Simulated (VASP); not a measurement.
```yaml
crystal:
  lattice:
    - [3.33383, 0.00000, 0.00000]
    - [0.00000, 3.33383, 0.00000]
    - [0.00000, 0.00000, 3.33383]
  atoms:
    - { symbol: In, position: [0.50000, 0.50000, 0.50000] }
    - { symbol: Pd, position: [0.00000, 0.00000, 0.00000] }
```

Level of theory: revPBE GGA, VASP's PBE PAW potentials (set 64) (plane waves; VASP). Settings: 520 eV cut-off, Gaussian smearing of 0.050 eV, potentials In_d Pd.

Problem. Give the energies of bands 6 to 14 at the high-symmetry points, in eV from the Fermi level.

Solution. 
| band | Γ | X | M | R |
|---|---|---|---|---|
| 6 | -9.60 | -6.33 | -5.85 | -4.54 |
| 7 | -3.58 | -5.64 | -3.29 | -4.54 |
| 8 | -3.58 | -3.54 | -2.56 | -4.54 |
| 9 | -2.17 | -3.06 | -2.56 | -1.61 |
| 10 | -2.17 | -3.06 | -2.12 | -1.61 |
| 11 | -2.17 | -2.23 | -2.12 | -0.26 |
| 12 | 4.14 | -1.10 | -1.65 | 3.70 |
| 13 | 4.14 | 9.10 | 1.19 | 3.70 |
| 14 | 4.14 | 9.10 | 2.29 | 3.70 |

It has no gap at this level: it comes out as a metal or semimetal.

The compound is PdIn in the CsCl type structure. It was relaxed first, which changed the volume by +8 %. The electron count is odd and the run is not spin-polarised, which forces a metal.
